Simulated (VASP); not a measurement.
Given:

```yaml
crystal:
  lattice:
    - [0.00000, 2.82500, 2.82500]
    - [2.82500, 0.00000, 2.82500]
    - [2.82500, 2.82500, 0.00000]
  atoms:
    - { symbol: Ga, position: [0.00000, 0.00000, 0.00000] }
    - { symbol: As, position: [0.25000, 0.25000, 0.25000] }
```

Computed with G0W0 on PBE orbitals, VASP's PBE PAW potentials (set 64) (plane waves; VASP). Run with PREC = Normal, 500 eV cut-off, 4×4×4 Γ-centred mesh, Gaussian smearing of 0.010 eV, potentials Ga_d_GW As_GW.

The mesh is coarse and the basis finite, so the quasiparticle values are not converged.

NBANDS = 64, ENCUTGW = 150 eV, NOMEGA = 64. The PBE levels (eV) that the step starts from are:

| state | KS energy | filling |
|---|---|---|
| k1 (0.00, 0.00, 0.00), band 6 | -8.83 | 2 |
| k1 (0.00, 0.00, 0.00), band 7 | 3.91 | 2 |
| k1 (0.00, 0.00, 0.00), band 8 | 3.91 | 2 |
| k1 (0.00, 0.00, 0.00), band 9 | 3.91 | 2 |
| k1 (0.00, 0.00, 0.00), band 10 | 4.43 | 0 |
| k1 (0.00, 0.00, 0.00), band 11 | 7.61 | 0 |
| k1 (0.00, 0.00, 0.00), band 12 | 7.61 | 0 |
| k1 (0.00, 0.00, 0.00), band 13 | 7.61 | 0 |
| k2 (0.25, 0.00, 0.00), band 6 | -8.13 | 2 |
| k2 (0.25, 0.00, 0.00), band 7 | -0.24 | 2 |
| k2 (0.25, 0.00, 0.00), band 8 | 3.23 | 2 |
| k2 (0.25, 0.00, 0.00), band 9 | 3.23 | 2 |
| k2 (0.25, 0.00, 0.00), band 10 | 5.35 | 0 |
| k2 (0.25, 0.00, 0.00), band 11 | 8.48 | 0 |
| k2 (0.25, 0.00, 0.00), band 12 | 8.48 | 0 |
| k2 (0.25, 0.00, 0.00), band 13 | 9.87 | 0 |
| k5 (0.50, 0.25, 0.00), band 6 | -6.76 | 2 |
| k5 (0.50, 0.25, 0.00), band 7 | -2.39 | 2 |
| k5 (0.50, 0.25, 0.00), band 8 | 0.66 | 2 |
| k5 (0.50, 0.25, 0.00), band 9 | 1.86 | 2 |
| k5 (0.50, 0.25, 0.00), band 10 | 6.09 | 0 |
| k5 (0.50, 0.25, 0.00), band 11 | 8.60 | 0 |
| k5 (0.50, 0.25, 0.00), band 12 | 10.13 | 0 |
| k5 (0.50, 0.25, 0.00), band 13 | 10.84 | 0 |

**Question.** Give the quasiparticle energies and renormalisation factors Z.

**Answer.** 
```tsv
state	QP energy (eV)	Z
k1 (0.00, 0.00, 0.00), band 6	-9.03	0.62
k1 (0.00, 0.00, 0.00), band 7	3.67	0.76
k1 (0.00, 0.00, 0.00), band 8	3.67	0.76
k1 (0.00, 0.00, 0.00), band 9	3.67	0.76
k1 (0.00, 0.00, 0.00), band 10	5.09	0.77
k1 (0.00, 0.00, 0.00), band 11	7.83	0.76
k1 (0.00, 0.00, 0.00), band 12	7.83	0.76
k1 (0.00, 0.00, 0.00), band 13	7.83	0.76
k2 (0.25, 0.00, 0.00), band 6	-8.38	0.66
k2 (0.25, 0.00, 0.00), band 7	-0.50	0.72
k2 (0.25, 0.00, 0.00), band 8	2.95	0.76
k2 (0.25, 0.00, 0.00), band 9	2.95	0.76
k2 (0.25, 0.00, 0.00), band 10	5.76	0.77
k2 (0.25, 0.00, 0.00), band 11	8.70	0.75
k2 (0.25, 0.00, 0.00), band 12	8.70	0.75
k2 (0.25, 0.00, 0.00), band 13	10.17	0.74
k5 (0.50, 0.25, 0.00), band 6	-7.00	0.67
k5 (0.50, 0.25, 0.00), band 7	-2.67	0.70
k5 (0.50, 0.25, 0.00), band 8	0.28	0.73
k5 (0.50, 0.25, 0.00), band 9	1.51	0.74
k5 (0.50, 0.25, 0.00), band 10	6.23	0.77
k5 (0.50, 0.25, 0.00), band 11	8.92	0.75
k5 (0.50, 0.25, 0.00), band 12	10.24	0.75
k5 (0.50, 0.25, 0.00), band 13	11.07	0.74
```
On the mesh the gap opens from 0.51 to 1.43 eV.

The compound is GaAs in the zinc blende structure. The cell was not relaxed at this level. The k-mesh is coarse (spacing up to 0.48 per Å, 2π included), so the numbers may not be converged in it.
